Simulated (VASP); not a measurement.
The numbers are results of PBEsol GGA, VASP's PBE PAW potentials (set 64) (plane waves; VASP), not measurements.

VASP input:

**INCAR**
```
SYSTEM = TmB2
PREC = Accurate
ENCUT = 600
EDIFF = 1E-7
NELM = 100
ALGO = Normal
LREAL = .FALSE.
LASPH = .TRUE.
ISMEAR = 1
SIGMA = 0.1
GGA = PS
LMAXMIX = 6
LWAVE = .FALSE.
LCHARG = .FALSE.
ISIF = 2
```

### KPOINTS
```
Automatic mesh
0
Gamma
10 10 8
0 0 0
```

POSCAR:
```
TmB2
1
    3.2373019419     0.0000000000     0.0000000000
   -1.6186509710     2.8035855621     0.0000000000
    0.0000000000     0.0000000000     3.7319398451
Tm B
1 2
Direct
  0.0000000000   0.0000000000   0.0000000000
  0.3333330000   0.6666670000   0.5000000000
  0.6666670000   0.3333330000   0.5000000000
```

POTCAR, in this order: Tm_3 B (PBE.64 set). Program: vasp_std.

Output of the run:

### OUTCAR
```
 ion  position               nearest neighbor table
   1  0.000  0.000  0.000-   2 2.64   3 2.64   2 2.64   3 2.64   2 2.64   2 2.64   3 2.64   3 2.64
                             3 2.64   3 2.64   2 2.64   2 2.64
   2  0.333  0.667  0.500-   3 1.87   3 1.87   3 1.87   1 2.64   1 2.64   1 2.64   1 2.64   1 2.64
                             1 2.64
   3  0.667  0.333  0.500-   2 1.87   2 1.87   2 1.87   1 2.64   1 2.64   1 2.64   1 2.64   1 2.64
                             1 2.64
  LATTYP: Found a hexagonal cell.
 ALAT       =     3.2373019419
 C/A-ratio  =     1.1527932556
 Subroutine PRICEL returns:
 Original cell was already a primitive cell.
 Subroutine GETGRP returns: Found 24 space group operations
The static configuration has the point symmetry D_6h.
The dynamic configuration has the point symmetry D_6h.
 Subroutine INISYM returns: Found 24 space group operations
 Subroutine IBZKPT returns following result:
 Found     70 irreducible k-points:

 Following reciprocal coordinates:
            Coordinates               Weight
  0.000000  0.000000  0.000000      1.000000
  0.100000 -0.000000  0.000000      6.000000
  0.200000 -0.000000  0.000000      6.000000
  0.300000 -0.000000  0.000000      6.000000
  0.400000 -0.000000  0.000000      6.000000
  0.500000 -0.000000  0.000000      3.000000
  0.100000  0.100000  0.000000      6.000000
  0.200000  0.100000  0.000000     12.000000
  0.300000  0.100000  0.000000     12.000000
  0.400000  0.100000  0.000000     12.000000
  0.200000  0.200000  0.000000      6.000000
  0.300000  0.200000  0.000000     12.000000
  0.400000  0.200000  0.000000      6.000000
  0.300000  0.300000  0.000000      6.000000
  0.000000  0.000000  0.125000      2.000000
  0.100000 -0.000000  0.125000     12.000000
  0.200000 -0.000000  0.125000     12.000000
  0.300000 -0.000000  0.125000     12.000000
  0.400000 -0.000000  0.125000     12.000000
...
```

File OSZICAR:
```
       N       E                     dE             d eps       ncg     rms          rms(c)
DAV:   1     0.587928598124E+02    0.58793E+02   -0.73299E+03  1588   0.141E+03
DAV:   2    -0.171714971368E+02   -0.75964E+02   -0.71535E+02  1812   0.337E+02
DAV:   3    -0.218431854332E+02   -0.46717E+01   -0.42818E+01  2448   0.578E+01
DAV:   4    -0.219692028050E+02   -0.12602E+00   -0.12546E+00  2380   0.724E+00
DAV:   5    -0.219703696480E+02   -0.11668E-02   -0.11660E-02  2074   0.605E-01    0.307E+01
DAV:   6    -0.211287620495E+02    0.84161E+00   -0.20003E+00  2545   0.109E+01    0.213E+01
DAV:   7    -0.211589515306E+02   -0.30189E-01   -0.88377E-01  2586   0.739E+00    0.445E+00
DAV:   8    -0.211202847111E+02    0.38667E-01   -0.37348E-01  2559   0.484E+00    0.602E-01
DAV:   9    -0.211149163210E+02    0.53684E-02   -0.24660E-02  2542   0.133E+00    0.143E-01
DAV:  10    -0.211149300292E+02   -0.13708E-04   -0.57632E-04  1953   0.209E-01    0.156E-01
DAV:  11    -0.211149270146E+02    0.30146E-05   -0.18263E-05  2447   0.555E-02    0.217E-02
DAV:  12    -0.211149268672E+02    0.14743E-06   -0.24467E-06  2556   0.136E-02    0.450E-03
DAV:  13    -0.211149270072E+02   -0.14000E-06   -0.85978E-08  1267   0.340E-03    0.128E-03
DAV:  14    -0.211149269856E+02    0.21637E-07   -0.48828E-08  1151   0.294E-03
   1 F= -.21114927E+02 E0= -.21114747E+02  d E =-.539992E-03
```

File OUTCAR:
```
------------------------ aborting loop because EDIFF is reached ----------------------------------------
  FORCE on cell =-STRESS in cart. coord.  units (eV):
  Direction    XX          YY          ZZ          XY          YZ          ZX
  --------------------------------------------------------------------------------------
  Total        0.0050758      0.0050758      0.0386842     -0.0000000      0.0000000     -0.0000000
  in kB        0.2400953      0.2400953      1.8298358     -0.0000000      0.0000000     -0.0000000
  external PRESSURE =       0.7700088 kB  Pullay stress =       0.0000000 kB
  volume of cell :       33.87
      direct lattice vectors                 reciprocal lattice vectors
     3.237301942  0.000000000  0.000000000     0.308899206  0.178343050  0.000000000
    -1.618650971  2.803585562  0.000000000     0.000000000  0.356686100  0.000000000
     0.000000000  0.000000000  3.731939845     0.000000000  0.000000000  0.267957159
 POSITION                                       TOTAL-FORCE (eV/Angst)
 -----------------------------------------------------------------------------------
      0.00000      0.00000      0.00000        -0.000000      0.000000      0.000000
     -0.00000      1.86906      1.86597        -0.000000     -0.000000      0.000000
      1.61865      0.93453      1.86597         0.000000      0.000000     -0.000000
 -----------------------------------------------------------------------------------
    total drift:                               -0.000000      0.000000      0.000000
  FREE ENERGIE OF THE ION-ELECTRON SYSTEM (eV)
  ---------------------------------------------------
  free  energy   TOTEN  =       -21.1149269856 eV

  energy  without entropy=      -21.1143869938  energy(sigma->0) =      -21.11474699
```
(Selected blocks of OUTCAR.)

File OUTCAR:
```
 val. band max:        4.7726190024   @ k =   0.4000   0.2000   0.1250

 cond. band min:       4.7838647769   @ k =   0.3000  -0.0000   0.5000


 Fermi energy:         4.7728498923

 k-point     1 :       0.0000    0.0000    0.0000
  band No.  band energies     occupation
      1     -18.8951      2.00000
      2     -18.3862      2.00000
      3     -18.3862      2.00000
      4      -6.4675      2.00000
      5       3.6498      2.00000
      6       3.9473      2.00000
      7       4.0435      2.00000
      8       4.0435      2.00000
      9      10.6898      0.00000
     10      10.9969      0.00000
     11      11.1751      0.00000

 k-point     2 :       0.1000   -0.0000    0.0000
  band No.  band energies     occupation
      1     -18.8769      2.00000
      2     -18.4933      2.00000
      3     -18.4088      2.00000
      4      -6.2592      2.00000
      5       3.4137      2.00000
      6       3.5140      2.00000
      7       3.9880      2.00000
      8       4.1998      2.00000
      9       9.6508      0.00000
     10      10.4026      0.00000
     11      11.5413      0.00000

 k-point     3 :       0.2000   -0.0000    0.0000
  band No.  band energies     occupation
      1     -18.8288      2.00000
      2     -18.7623      2.00000
      3     -18.4674      2.00000
      4      -5.6725      2.00000
      5       2.0592      2.00000
      6       3.2005      2.00000
      7       3.8063      2.00000
      8       4.7310      1.64485
      9       8.6087      0.00000
     10      10.5108      0.00000
     11      10.5218      0.00000

 k-point     4 :       0.3000   -0.0000    0.0000
  band No.  band energies     occupation
      1     -19.0754      2.00000
      2     -18.7687      2.00000
      3     -18.5387      2.00000
      4      -4.7888      2.00000
      5       0.5390      2.00000
      6       2.8769      2.00000
      7       3.5424      2.00000
      8       4.7998      0.56167
      9       8.9462      0.00000
...
```

The 4f electrons are frozen in the core of the lanthanide potential, so 4f levels, which can set the real gap, and their magnetism are missing.

The structure comes from a computed database's TmB2 entry (P6/mmm); how it stands against other phases isn't given here. It was relaxed first. The electron count is odd and the run is not spin-polarised, which forces a metal.
